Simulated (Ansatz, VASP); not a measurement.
# TiSb (TiSb (P6_3/mmc)) in two plane-wave programs

Aim: how closely do two programs agree when they are given the same cell, functional and k mesh? The two relaxations start from unlike cells of this crystal (the structure described is Ansatz's start), so only their ends are compared.

Program: Ansatz 0.2.0. Level of theory: plane waves, with VASP 6.6.1 beside it; relaxation of cell and atoms at PBEsol. Results are calculated unless marked as measured.

## Step 1: Starting point

It takes space group P6_3/mmc (No. 194, hexagonal). The conventional cell has a = 4.063 Å, b = 4.063 Å, c = 6.170 Å, α = 90.00°, β = 90.00°, γ = 120.00°. Nearest to Ti lie 6 Sb at 2.81 Å and 2 Ti at 3.09 Å. Nearest to Sb lie 6 Ti at 2.81 Å. Farther neighbours are not listed.

Structure file:

```
Ti Sb
1.0
     4.06298    0.00000    0.00000
    -2.03149    3.51864    0.00000
     0.00000    0.00000    6.17050
Ti Sb
2 2
Direct
  0.00000 0.00000 0.00000
  0.00000 0.00000 0.50000
  0.33333 0.66667 0.25000
  0.66667 0.33333 0.75000
```

## Step 2: VASP: relaxation of cell and atoms, PBEsol

The relaxed volume is the usual yardstick between codes: in a stiff, nearly cubic crystal its relative difference is about their pressure difference at one cell divided by the bulk modulus.

Lines of VASP's logs that name or quote its potential files are left out, and so is its time.

The input, INCAR:

```
SYSTEM = TiSb
PREC = Accurate
ENCUT = 500
EDIFF = 1E-07
NELM = 120
ISMEAR = -1
SIGMA = 0.05
LREAL = .FALSE.
ALGO = Normal
GGA = PS
NBANDS = 23
LASPH = .TRUE.
LORBIT = 11
LWAVE = .FALSE.
LCHARG = .FALSE.
ISIF = 3
IBRION = 2
NSW = 80
EDIFFG = -0.005
GGA_COMPAT = .FALSE.
NELMIN = 4
```

The input, POSCAR:

```
TiSb
1.0
    3.9801057292     -0.0000000116      0.0000000000
   -1.9900523849      3.4468719621      0.0000000000
    0.0000000000      0.0000000000      6.2162835093
Ti Sb
2 2
Direct
    0.0000000000      0.0000000000      0.0000000000
    0.0000000000      0.0000000000      0.4999999190
    0.3333332987      0.6666667614      0.2499999595
    0.6666664552      0.3333332386      0.7500000405
```

The input, KPOINTS:

```
Automatic mesh
0
Gamma
11 11 6
0 0 0
```

PAW data sets: Ti_sv and Sb (PBE family, release 64).

On the command line:

```bash
> mpirun -np 1 vasp_std
```

Numbers of over 12 decimals in the logs are rounded to 6 here.

The program printed:

```text
[banner, memory and clock lines left out]
running    1 mpi-ranks, on    1 nodes
 distrk:  each k-point on    1 cores,    1 groups
 distr:  one band on    1 cores,    1 groups

 POSCAR found type information on POSCAR TiSb
 POSCAR found :  2 types and       4 ions
|                                                                             |
|               ----> ADVICE to this user running VASP <----                  |
|                                                                             |
|     You enforced a specific xc type in the INCAR file but a different       |
|     [... a line on the potential file left out ...]
|     I HOPE YOU KNOW WHAT YOU ARE DOING!                                     |
|                                                                             |

 LDA part: xc-table for (Slater+PW92), standard interpolation
 POSCAR, INCAR and KPOINTS ok, starting setup
 FFT: planning ... GRIDC
 FFT: planning ... GRID_SOFT
 FFT: planning ... GRID
 WAVECAR not read
 entering main loop
       N       E                     dE             d eps       ncg     rms          rms(c)
DAV:   1     0.336084440046E+03    0.33608E+03   -0.15355E+04  2944   0.147E+03
DAV:   2     0.404632824665E+01   -0.33204E+03   -0.32443E+03  3091   0.428E+02
DAV:   3    -0.288178951382E+02   -0.32864E+02   -0.32224E+02  5092   0.123E+02
DAV:   4    -0.313319786797E+02   -0.25141E+01   -0.25009E+01  4407   0.290E+01
DAV:   5    -0.314833095801E+02   -0.15133E+00   -0.15131E+00  4239   0.554E+00    0.144E+01
DAV:   6    -0.282103955482E+02    0.32729E+01   -0.30975E+01  3798   0.424E+01    0.521E+00
DAV:   7    -0.278765158907E+02    0.33388E+00   -0.43005E+00  3779   0.163E+01    0.345E+00
DAV:   8    -0.278484229703E+02    0.28093E-01   -0.51691E-01  4516   0.536E+00    0.107E+00
DAV:   9    -0.278336016511E+02    0.14821E-01   -0.12347E-01  3823   0.283E+00    0.338E-01
DAV:  10    -0.278343268279E+02   -0.72518E-03   -0.37921E-03  4334   0.509E-01    0.804E-02
DAV:  11    -0.278344030070E+02   -0.76179E-04   -0.91716E-04  4306   0.195E-01    0.704E-02
DAV:  12    -0.278343607865E+02    0.42220E-04   -0.35962E-04  4065   0.141E-01    0.679E-03
DAV:  13    -0.278343591286E+02    0.16579E-05   -0.10396E-05  4203   0.285E-02    0.388E-03
DAV:  14    -0.278343590993E+02    0.29311E-07   -0.42332E-07  3465   0.669E-03
   1 F= -.27834359E+02 E0= -.27820012E+02  d E =-.278344E+02
[...]
2 F= -.27834362E+02 E0= -.27820010E+02  d E =-.338314E-05
[...]
3 F= -.27834363E+02 E0= -.27820013E+02  d E =-.370101E-05
[...]
4 F= -.27834370E+02 E0= -.27820025E+02  d E =-.756521E-05
 trial-energy change:   -0.000008  1 .order   -0.000008   -0.000009   -0.000006
 step:   1.9757(harm=  1.9757)  dis= 0.00000  next Energy=   -27.834377 (dE=-0.145E-04)
 bond charge predicted
       N       E                     dE             d eps       ncg     rms          rms(c)
DAV:   1    -0.278344594049E+02   -0.89076E-04   -0.45114E-03  3098   0.802E-01    0.732E-02
DAV:   2    -0.278343986995E+02    0.60705E-04   -0.35822E-04  2973   0.155E-01    0.336E-02
DAV:   3    -0.278343757395E+02    0.22960E-04   -0.52441E-05  3814   0.498E-02    0.570E-03
DAV:   4    -0.278343753463E+02    0.39315E-06   -0.72510E-06  3982   0.214E-02    0.307E-03
DAV:   5    -0.278343753765E+02   -0.30228E-07   -0.50066E-07  3592   0.486E-03
   5 F= -.27834375E+02 E0= -.27820039E+02  d E =-.125763E-04
 curvature:  -1.62 expect dE=-0.244E-06 dE for cont linesearch -0.111E-07
 trial: gam= 0.00000 g(F)=  0.193E-41 g(S)=  0.150E-06 ort =-0.406E-06 (trialstep = 0.900E+00)
 search vector abs. value=  0.151E-06
 reached required accuracy - stopping structural energy minimisation
```

OUTCAR, selected parts (step 2):

```text
ion  position               nearest neighbor table
   1  0.000  0.000  0.000-   4 2.77   3 2.77   3 2.77   4 2.77   3 2.77   4 2.77
   2  0.000  0.000  0.500-   3 2.77   3 2.77   4 2.77   3 2.77   4 2.77   4 2.77
   3  0.333  0.667  0.250-   2 2.77   1 2.77   2 2.77   1 2.77   2 2.77   1 2.77
   4  0.667  0.333  0.750-   1 2.77   1 2.77   2 2.77   1 2.77   2 2.77   2 2.77

  LATTYP: Found a hexagonal cell.
 ALAT       =     3.9801057292
 C/A-ratio  =     1.5618387883

 Subroutine GETGRP returns: Found 24 space group operations
 (whereof 12 operations were pure point group operations)

The static configuration has the point symmetry D_3d.
 The point group associated with its full space group is D_6h.

 Found     64 irreducible k-points:

   k-points           NKPTS =     64   k-points in BZ     NKDIM =     64   number of bands    NBANDS=     23

   dimension x,y,z NGX =    30 NGY =   30 NGZ =   48
   dimension x,y,z NGXF=    60 NGYF=   60 NGZF=   96

   ENCUT  =  500.0 eV  36.75 Ry    6.06 a.u.   7.26  7.26 11.33*2*pi/ulx,y,z

   NELECT =      34.0000    total number of electrons

 k-points in reciprocal lattice and weights: Automatic mesh
   0.00000000  0.00000000  0.00000000       0.001
   0.09090909 -0.00000000  0.00000000       0.008
   0.18181818  0.00000000  0.00000000       0.008
   0.27272727  0.00000000  0.00000000       0.008
   0.36363636  0.00000000  0.00000000       0.008
   0.45454545 -0.00000000  0.00000000       0.008
   0.09090909  0.09090909  0.00000000       0.008
   0.18181818  0.09090909  0.00000000       0.017
   0.27272727  0.09090909  0.00000000       0.017
[...]
0.27272727  0.27272727  0.50000000       0.008
   0.36363636  0.27272727  0.50000000       0.008

 average (electrostatic) potential at core
       1 -72.3769       2 -72.3769       3 -83.2952       4 -83.2952

 E-fermi :   8.6807

 k-point     1 :       0.0000    0.0000    0.0000
  band No.  band energies     occupation
    ...
     14       7.5547      2.00000
     15       8.4310      1.98654
     16       8.4310      1.98654
     17       8.6784      1.02282
     18       8.6784      1.02281
     19       9.9171      0.00000
     20       9.9171      0.00000
     21      10.0030      0.00000
     22      10.0030      0.00000
     23      10.4953      0.00000

 k-point     2 :       0.0909   -0.0000    0.0000
  band No.  band energies     occupation
    ...
     13       6.1586      2.00000
     14       7.4671      2.00000
     15       8.1197      1.99997
     16       8.2075      1.99984
     17       8.3414      1.99774
     18       8.7363      0.49531
     19       9.7665      0.00000
     20       9.8667      0.00000
     21      10.0010      0.00000
     22      10.0481      0.00000
    ...

 k-point     3 :       0.1818    0.0000    0.0000
  band No.  band energies     occupation
    ...
     13       6.2236      2.00000
     14       6.8333      2.00000
     15       7.7138      2.00000
     16       7.7603      2.00000
     17       7.7934      2.00000
     18       8.8992      0.02497
     19       9.6338      0.00000
     20       9.7353      0.00000
     21       9.9972      0.00000
     22      10.1281      0.00000
    ...

  Total        0.0018788      0.0018788      0.0023274      0.0000000      0.0000000     -0.0000000
  in kB        0.0352941      0.0352941      0.0437209      0.0000000      0.0000000     -0.0000000
  external PRESSURE =       0.0381030 kB  Pullay stress =       0.0000000 kB

  energy-cutoff  :      500.00
  volume of cell :       85.29
      direct lattice vectors                 reciprocal lattice vectors
     3.982286380 -0.000000011 -0.000000000     0.251112026  0.144979591 -0.000000000
    -1.991142710  3.448760460  0.000000000     0.000000001  0.289959252 -0.000000000
     0.000000000  0.000000000  6.210107495     0.000000000  0.000000000  0.161027808

 POSITION                                       TOTAL-FORCE (eV/Angst)
 -----------------------------------------------------------------------------------
      0.00000      0.00000     -0.00000         0.000000     -0.000000      0.000000
      0.00000      0.00000      3.10505         0.000000     -0.000000      0.000000
     -0.00000      2.29917      1.55253         0.000000      0.000000      0.000000
      1.99114      1.14959      4.65758        -0.000000     -0.000000     -0.000000
 -----------------------------------------------------------------------------------
    total drift:                                0.000062     -0.000000      0.000913

  FREE ENERGIE OF THE ION-ELECTRON SYSTEM (eV)
  ---------------------------------------------------
  free  energy   TOTEN  =       -27.8343753765 eV

  energy  without entropy=      -27.8057035547  energy(sigma->0) =      -27.82003947

 reached required accuracy - stopping structural energy minimisation

 total charge
# of ion       s       p       d       tot
------------------------------------------
    1        2.168   6.114   1.954  10.236
    2        2.168   6.114   1.954  10.236
    3        1.118   1.417   0.045   2.579
    4        1.118   1.417   0.045   2.579
--------------------------------------------------
tot          6.572  15.062   3.997  25.631

[... 3 further parts left out ...]
```

## Step 3: Ansatz: relaxation of cell and atoms, PBEsol

Ansatz runs on its PAW soft_1 files.

Its own start cell and the same functional, mesh and smearing now go to Ansatz.

The input, input.yaml:

```yaml
crystal:
  lattice:
    - [4.0629806, 0.0, 0.0]
    - [-2.0314903, 3.5186444, 0.0]
    - [0.0, 0.0, 6.1704967]
  atoms:
    - { symbol: Ti, position: [0.0, 0.0, 0.0] }
    - { symbol: Ti, position: [0.0, 0.0, 0.5] }
    - { symbol: Sb, position: [0.33333333, 0.66666667, 0.25] }
    - { symbol: Sb, position: [0.66666667, 0.33333333, 0.75] }
basis:
  ecutwfc: 420
  xc_grid: 2
hamiltonian:
  xc: pbesol
  pseudopotentials: { kind: paw, azcp: { folder: soft_1 }, xc_functional: pbe }
kpoints:
  mp_grid: { grid: [11, 11, 6] }
scf:
  occupations: { method: fermi_dirac, width: 0.05 }
  max_iter: 150
output:
  forces: true
  stress: true
relax:
  f_tol: 0.01
  max_steps: 60
  cell: {}
checkpoint:
  write: "../pbesol.run"
  compress: false
  write_wavefunctions: false
  write_every: 100000
```

On the command line:

```bash
> ansatz run input.yaml --threads 4 --pin off --max-ram 6594MiB --backend cpu --events-out ev --progress --plain --runs-dir out
```

The program printed:

```text
Engine: ansatz 0.2.0, x86_64-unknown-linux-gnu
Pseudopotentials: kind: paw
Pseudopotential: Ti, paw, valence charge 12, recommended cutoff 420 eV (normal), soft_1/Ti.paw.azcp
Pseudopotential: Sb, paw, valence charge 15, recommended cutoff 420 eV (normal), soft_1/Sb.paw.azcp
Functional definition: PBEsol
  exchange = pbesol_x
  correlation = pbesol_c
Crystal: 4 atoms, lattice volume = 88.215 Å³
Basis set: ecut = 420 eV, 1725 PW (Γ), exchange–correlation on 60×60×90 points (8 copies of the dense FFT grid, shifted against one another)
Bands: 33, of which v1, the nominal top of the filled ones, is band 27 counted from 1 (26 counted from 0)
Symmetry: 24 space group operations
Space group: P63/mmc (ITA 194), of the structure as read, at distance tolerance 4.5e-5 Å
k-points: 64 of 726
Non-local potential: Ti, projectors of the file, l = 0: 3, l = 1: 2, l = 2: 3, l = 3: 1
Non-local potential: Sb, projectors of the file, l = 0: 2, l = 1: 2, l = 2: 2, l = 3: 1
PAW form: soft (Blöchl's): semilocal exchange-correlation on the pseudo side does not see the compensation charge
PAW frozen core: Ti, regenerated for the run's functional, and the local potential with it (the file was generated under x = pbe(κ = 0.804, μ = 0.219515), c = pbe(β = 0.066725))
PAW frozen core: Sb, regenerated for the run's functional, and the local potential with it (the file was generated under x = pbe(κ = 0.804, μ = 0.219515), c = pbe(β = 0.066725))
PAW one-centre angular grid: Ti, 590 points (default); XC on 64 Gauss nodes
PAW one-centre angular grid: Sb, 590 points (default); XC on 64 Gauss nodes
Initial density: superposition of atomic densities (chi_scale 0.1, normalization cell, long waves kept (reshape's long-wave potential 0.00 eV rms))
Initial wavefunctions: pseudopotential atomic-orbital guess
Functional: x = pbesol(κ = 0.804, μ = 0.123457), c = pbesol(β = 0.046)
SCF iter   1: F=—  HF=-17767.146309 eV  |F-HF|=—  |Δ(HF+E_count)|=         —  Δρ=4.91e-2  dr2=4.23e0  ethr=3.10e-3  ⟨swp⟩=6.1  Hψ=8206  notcnv=0
preconditioner: auto → Kerker (q_TF=auto, 2.514 Å⁻¹)  [metal: Δε(μ)=0.019 eV  Ē_g=4.631 eV  σ=0.050 eV  W_gap=0.10  n_scr=22 (ndim 8)  ℏωp=16.8 eV  f_vac=0.000  D(μ)=3.51/eV (n_scr^D=22)]
SCF iter   2: F=—  HF=-17766.399562 eV  |F-HF|=—  |Δ(HF+E_count)|=   7.47e-1  Δρ=2.33e-2  dr2=9.43e-1  ethr=3.10e-3  ⟨swp⟩=3.0  Hψ=4147  notcnv=0
SCF iter   3: F=—  HF=-17766.178800 eV  |F-HF|=—  |Δ(HF+E_count)|=   2.21e-1  Δρ=7.41e-3  dr2=9.30e-2  ethr=1.75e-3  ⟨swp⟩=2.1  Hψ=2918  notcnv=0
SCF iter   4: F=—  HF=-17766.157401 eV  |F-HF|=—  |Δ(HF+E_count)|=   2.14e-2  Δρ=1.65e-3  dr2=3.75e-3  ethr=1.72e-4  ⟨swp⟩=2.2  Hψ=3384  notcnv=0
SCF iter   5: F=—  HF=-17766.157259 eV  |F-HF|=—  |Δ(HF+E_count)|=   1.42e-4  Δρ=5.35e-4  dr2=4.69e-4  ethr=6.94e-6  ⟨swp⟩=2.1  Hψ=2764  notcnv=0
SCF iter   6: F=—  HF=-17766.157216 eV  |F-HF|=—  |Δ(HF+E_count)|=   4.26e-5  Δρ=1.47e-4  dr2=1.82e-5  ethr=8.68e-7  ⟨swp⟩=2.0  Hψ=2567  notcnv=0
SCF iter   7: F=—  HF=-17766.157211 eV  |F-HF|=—  |Δ(HF+E_count)|=   5.09e-6  Δρ=4.00e-5  dr2=1.93e-6  ethr=3.38e-8  ⟨swp⟩=2.7  Hψ=3635  notcnv=0
SCF iter   8: F=—  HF=-17766.157211 eV  |F-HF|=—  |Δ(HF+E_count)|=   1.65e-7  Δρ=1.03e-5  dr2=1.34e-7  ethr=3.57e-9  ⟨swp⟩=2.0  Hψ=2675  notcnv=0
SCF iter   9: F=-17766.157211 eV  HF=-17766.157211 eV  |F-HF|=2.86e-9  |Δ(HF+E_count)|=   1.03e-8  Δρ=2.03e-6  dr2=5.68e-9  ethr=1.85e-10  ⟨swp⟩=4.0  Hψ=6403  notcnv=0
SCF 1 converged in 9 iterations: F = -17766.157211 eV  dr2 = 5.68e-9
  greatest PAW one-centre occupation: 0.998 electrons in one spin orbital (limit 2), on the Ti atom at site 1 (counted from 0), in its partial waves of l = 0
relax step   1: F+E_penalty+E_count = -17766.15721105 eV  Δ(F+E_penalty+E_count) = +0.000e0 eV  max|allowed force component| = 7.980e-17 eV/Å  Δτ_max = 0.0000 Å  P = -3.047 GPa  Ω = 88.215 Å³  (9 SCF iters, dr2 threshold 1.00e-7 eV, accepted)
[...]
relax step   2: F+E_penalty+E_count = -17766.11882275 eV  Δ(F+E_penalty+E_count) = +3.839e-2 eV  max|allowed force component| = 7.170e-17 eV/Å  Δτ_max = 0.0000 Å  P = +5.712 GPa  Ω = 81.031 Å³  energy of the carried Pulay correction = +1.051e-3 eV  (7 SCF iters, dr2 threshold 4.00e-7 eV, rejected (line search))
[...]
relax step   3: F+E_penalty+E_count = -17766.19013125 eV  Δ(F+E_penalty+E_count) = -3.292e-2 eV  max|allowed force component| = 7.401e-17 eV/Å  Δτ_max = 0.0000 Å  P = -0.408 GPa  Ω = 85.590 Å³  energy of the carried Pulay correction = +3.738e-4 eV  (10 SCF iters, accepted)
[...]
relax step   4: F+E_penalty+E_count = -17766.19112385 eV  Δ(F+E_penalty+E_count) = -9.926e-4 eV  max|allowed force component| = 7.055e-17 eV/Å  Δτ_max = 0.0000 Å  P = +0.029 GPa  Ω = 85.155 Å³  energy of the carried Pulay correction = +4.368e-4 eV  (6 SCF iters, dr2 threshold 4.00e-7 eV, accepted)
[...]
relax step   5: F+E_penalty+E_count = -17766.19062153 eV  Δ(F+E_penalty+E_count) = +5.023e-4 eV  max|allowed force component| = 8.674e-17 eV/Å  Δτ_max = 0.0000 Å  P = +0.035 GPa  Ω = 85.155 Å³  stress off target by 3.52e-2 GPa  SCF on the basis re-selected at this cell (its energy is not comparable with the rows above)  (6 SCF iters)
basis re-selected at this cell: Δ(F+E_penalty+E_count) = +5.023e-4 eV, ΔP = +0.006 GPa vs the last step (what re-selecting the basis moved, of the pressure what is left beyond the Pulay correction that the steps carried, after the strain that the cell walked since its last selection, with what the two solves' SCF thresholds leave and, on support functions, any second-order correction that the steps lacked; it is no measure of the basis error at this ecutwfc). The dense FFT grid was sized anew with the basis: this SCF ran on 27×27×45 points, the steps before it on 30×30×45, so part of this shift can come from that change (see relax.cell in the input reference). [rest of the remark cut]
SCF converged after 6 iterations
Free energy (F): -17766.190622 eV
Harris-Foulkes:  -17766.190622 eV  (|F-HF|=0.00e0)
Internal energy: -17766.162133 eV  (E = F + TS)
E sigma→0 (E₀):  -17766.176377 eV
Entropy (-TS):   -0.028488 eV (-7.122 meV/atom)
Fermi energy:    12.828203 eV
--- Per-component energies (eV) ---
  E_band       = -581.220002
  E_kinetic    = 892.382719
  E_local      = -4721.601801  (includes V_loc(G=0)·N_el)
  E_nonlocal   = 912.633114
  E_hartree    = 1940.002658
  E_xc         = -427.145727
  E_vxc        = -472.284323  (∫ρ·V_xc dr)
  E_paw        = -10976.708426  (= ΣΔE_a)
  E_vpaw       = -1072.355123  (= ΣTr[D̂ρ^β])
  E_aug_tail   = 0.000102  (compensation charges beyond the density's cutoff)
  E_ewald      = -5386.667252
  E_core_change = 0.942479  (= ΣΔE_core)
  E_smearing   = -0.028488  (= −TS)
  E_closure    = 0.000000  (closes the sum)
  Σ components = -17766.190622   (vs F -17766.190622, Δ=0.00e0)
--- Forces (eV/Å), atoms counted from 1 ---
  atom   1  Ti     0.00000000     0.00000000    -0.00000000
  atom   2  Ti     0.00000000     0.00000000     0.00000000
  atom   3  Sb     0.00000000    -0.00000000     0.00000000
  atom   4  Sb     0.00000000     0.00000000     0.00000000
  max |Σ_I F_I| component: 3.70e-17 eV/Å
--- Stress (GPa, compression-positive) ---
        0.035220      -0.000000       0.000000
       -0.000000       0.035220       0.000000
        0.000000       0.000000       0.034026
  P = ⅓ Tr σ = 0.0348 GPa (0.348 kbar)
--- Relaxed structure (4 steps of the walk, 3 accepted, 1 SCFs on fresh bases) ---
  F+E_penalty+E_count = -17766.19062153 eV   max|allowed force component| = 8.674e-17 eV/Å   (the final SCF, on the basis selected at the relaxed cell)
  cell:  # Å, volume = 85.1548 Å³
    - [3.980527, 0.0, 0.0]
    - [-1.990263, 3.447237, 0.0]
    - [0.0, 0.0, 6.205795]
  atoms:
    - { symbol: Ti, position: [0, 0, 0.0] }
    - { symbol: Ti, position: [0, 0, 0.5] }
    - { symbol: Sb, position: [0.333333, 0.666667, 0.25] }
    - { symbol: Sb, position: [0.666667, 0.333333, 0.750000] }
```

## Step 4: Comparison

Known differences besides the potentials themselves: the data sets hold 54 valence electrons in Ansatz (on its PAW soft_1 files) and 34 in VASP; the cutoff is 420 eV in Ansatz and 500 eV in VASP; Ansatz makes its cores anew for this functional, VASP keeps those of its PBE data sets; Ansatz adds a Pulay correction to the stress that steers its cell, VASP none. Total energies have different zeros and are not compared.

Both answers:

| quantity | Ansatz | VASP | difference |
| --- | --- | --- | --- |
| volume (Å³) | 85.15 | 85.29 | -0.16 % |
| edge a after relaxation, in the typed setting (Å) | 3.981 | 3.982 | -0.05 % |
| edge c after relaxation, in the typed setting (Å) | 6.206 | 6.210 | -0.07 % |

## Step 5: Results

| Property | Result |
| --- | --- |
| difference in volume (relaxation of cell and atoms, PBEsol) | -0.16 % |

**Reading.** The difference in volume is -0.16 % (relaxation of cell and atoms, PBEsol), within the 1.2 % picked in this series as the mark of a large difference, as far as the stopping tolerances let one tell. The data sets hold unlike numbers of valence electrons (54 in Ansatz and 34 in VASP), so part of the differences comes from the potentials. Such differences can come from data sets, numerical settings and the points named under the comparisons, not from the functional's error against experiment.

[Lines on the potential files, build, host, timing and source positions are cut from VASP's logs without a mark.]

[Logs are printed without paths, hosts, clocks, repeated set-up lines and the standing remarks that a program may print on its own settings, such as how far it seeks lower states.]

[Hosts, paths, dates, database ids (printed as entryN), source tags and the programs' standing remarks are cut or masked in the printed files.]
